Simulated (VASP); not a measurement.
ZnS (zinc blende): the bulk modulus from VASP (plane waves, PAW) at several levels of theory. Static lattice, third-order Birch-Murnaghan fit over five volumes.  The measured value holds thermal and zero-point effects that the static calculation lacks.

```tsv
level	bulk modulus (GPa)	error against measurement
LDA	86.2	+11.9 %
PBE	69.3	-10.1 %
PBEsol	78.6	+2.0 %
RPBE	61.9	-19.7 %
AM05	75.5	-2.0 %
PBE-D3(BJ)	76.4	-0.9 %
PBE-D4	76.5	-0.8 %
optB88-vdW	71.5	-7.2 %
rev-vdW-DF2	72.8	-5.5 %
revTPSS	71.6	-7.1 %
SCAN	81.5	+5.7 %
r2SCAN	78.1	+1.3 %
r2SCAN+rVV10	80.9	+4.9 %
HSE06	76.5	-0.8 %
HSEsol	82.0	+6.4 %
PBE0	76.0	-1.5 %
```

Measured: 77.1 GPa (as given by Cormac Toher et al., Physical Review Materials (2017), arXiv:1611.05714).

The cell of the LDA run:

```
ZnS
1.0
    0.00000     2.65136     2.65136
    2.65136     0.00000     2.65136
    2.65136     2.65136     0.00000
Zn S
1 1
Cartesian
  0.00000   0.00000   0.00000
  1.32568   1.32568   1.32568
```

Only levels that ran to the end are used. Left out are those held back, those with too coarse a band path, GW runs whose mesh misses a band edge, hybrids' fits of cells that aren't cubic and levels without matching references; a question may draw on a part of the rest.

The compound is ZnS in the zinc blende structure.
